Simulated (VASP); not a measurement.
VASP ran on this input.

INCAR:
```
SYSTEM = SrO
PREC = Accurate
ENCUT = 620
EDIFF = 1E-6
NELM = 100
ALGO = Normal
LREAL = .FALSE.
LASPH = .TRUE.
ISMEAR = 0
SIGMA = 0.05
GGA = PS
LMAXMIX = 4
LWAVE = .FALSE.
LCHARG = .FALSE.
IBRION = 2
ISIF = 3
NSW = 40
EDIFFG = -0.02
```

### POSCAR
```
SrO
1.0
  0.0000000000   2.7771671082   2.7771671082
  2.7771671082   0.0000000000   2.7771671082
  2.7771671082   2.7771671082   0.0000000000
Sr O
1 1
direct
  1.0000000000   1.0000000000   1.0000000000
  0.2500000000   0.2500000000   0.2500000000
```

### KPOINTS
```
kpoints
0
G
  8 8 8
```

POTCAR, in this order: Sr_sv O (PBE.64 set). Program: vasp_std.

Write an equivalent input for Ansatz.

One equivalent input (not run):
Ansatz 0.2 input:
```yaml
crystal:
  lattice:
    - [0.0000000, 2.7771671, 2.7771671]
    - [2.7771671, 0.0000000, 2.7771671]
    - [2.7771671, 2.7771671, 0.0000000]
  atoms:
    - { symbol: Sr, position: [1.0000000, 1.0000000, 1.0000000] }
    - { symbol: O, position: [0.2500000, 0.2500000, 0.2500000] }
kpoints:
  mp_grid: { grid: [8, 8, 8] }
hamiltonian:
  xc: pbesol
  pseudopotentials: { kind: paw }
scf:
  occupations: { method: gaussian, width: 0.05 }
  max_iter: 100
relax:
  max_steps: 40
  f_tol: 0.02
  cell: {}
output: { forces: true, stress: true, eigenvalues: true }
```
What does not carry over: each code has its own PAW files, so the cut-off isn't converted (ENCUT is set for VASP's; basis.ecutwfc is left out, and Ansatz then takes the one that its files recommend); Ansatz stops its SCF on the density residual and VASP on the energy change (EDIFF).

The structure was generated: SrO was put into the zinc blende type (F-43m), which need not be its known phase. It was relaxed first, which changed the volume by -22 %.
